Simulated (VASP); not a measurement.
An input for Quantum ESPRESSO's pw.x (written as the equivalent of a VASP run, and not itself run):

```
&CONTROL
  calculation = 'scf'
  pseudo_dir = './pseudo'
  outdir = './out'
  tprnfor = .true.
  tstress = .true.
/
&SYSTEM
  ibrav = 0
  nat = 2
  ntyp = 2
  ecutwfc = 82
  occupations = 'tetrahedra'
  input_dft = 'pbe'
  vdw_corr = 'grimme-d3'
  dftd3_version = 4
  dftd3_threebody = .false.
/
&ELECTRONS
  conv_thr = 7.3e-09
  electron_maxstep = 100
/
ATOMIC_SPECIES
  Pd 106.420 Pd.upf
  Sc 44.956 Sc.upf
CELL_PARAMETERS angstrom
     3.2686734    0.0000000    0.0000000
     0.0000000    3.2686734    0.0000000
    -0.0000000    0.0000000    3.2686734
ATOMIC_POSITIONS crystal
  Pd   0.0000000  0.0000000  0.0000000
  Sc   0.5000000  0.5000000  0.5000000
K_POINTS automatic
  13 13 13 0 0 0
```

Translate this input to VASP (INCAR, KPOINTS, POSCAR, choice of POTCAR).

This is not unique; one that fits is 
INCAR:
```
SYSTEM=ScPd
LWAVE=F
ALGO=Normal   ! blocked Davidson
EDIFF=1E-7   ! SCF stop (eV)
LORBIT=11   ! lm-projected
ENCUT=400
NEDOS=601
LMAXMIX=4
ISMEAR=-5
GGA=PE   ! PBE
LREAL=F   ! projection in real space or not
NELM=100   ! most electronic steps
IVDW=12   ! D3, Becke-Johnson
LASPH=T   ! aspherical one-centre terms
ISIF=2
PREC=Accurate
LCHARG=T
```

File KPOINTS:
```
Automatic mesh
0
G
  13 13 13
```

File POSCAR:
```
ScPd
1.0
  3.2686733772   0.0000000000   0.0000000000
  0.0000000000   3.2686733772   0.0000000000
  0.0000000000   0.0000000000   3.2686733772
Pd Sc
1 1
Direct
  0.0000000000   0.0000000000   0.0000000000
  0.5000000000   0.5000000000   0.5000000000
```

POTCAR, in this order: Pd Sc_sv (PBE.64 set). Program: vasp_std.

The two are equivalent in intent, not identical: the potentials are each code's own (VASP's PAW set, PseudoDojo norm-conserving files in pw.x), so ENCUT and ecutwfc are chosen apart and not converted; conv_thr bounds pw.x's estimated SCF error, while EDIFF bounds the energy change between steps.

The structure comes from a measured ScPd entry (Pm-3m) of the Crystallography Open Database, whose conditions weren't checked. It was relaxed first.
